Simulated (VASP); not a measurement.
Pt, 6 atoms in the cell. The cell holds a slab with vacuum, 6 atoms: a = 2.805 Å, b = 2.805 Å, c = 26.452 Å, α = 90.00°, β = 90.00°, γ = 120.00°. 

| Quantity | Value |
| --- | --- |
| Program | VASP 6.6.1 |
| Task | single point |
| Functional | PBE |
| Potentials or basis | VASP PAW PBE potentials, release 64 (Pt) |
| Cutoff | 520 eV |
| k mesh | 15 × 15 × 1 |
| Occupations | methfessel-paxton, width 0.1 eV |
| Spin | no spin polarisation |
| Dipole correction | yes |
| Further INCAR settings | ALGO = Fast; EDIFF = 1e-07; NBANDS = 39 |

Potentials or basis: VASP PAW PBE potentials, release 64 (Pt).

The run is started by

```bash
$ cat potpaw_PBE.64/Pt/POTCAR > POTCAR
$ mpirun -np 2 vasp_std > vasp.out
```

Hardware: 2 MPI ranks on Intel(R) Xeon(R) Platinum 8488C (Sapphire Rapids), on a shared host.

Question: Estimate the wall time of this run.

Answer: It took 2.6 min on 2 MPI ranks on Intel(R) Xeon(R) Platinum 8488C (Sapphire Rapids), on a shared host, peak memory 0.4 GiB a rank. Counts: scf iterations 30, k points 27.
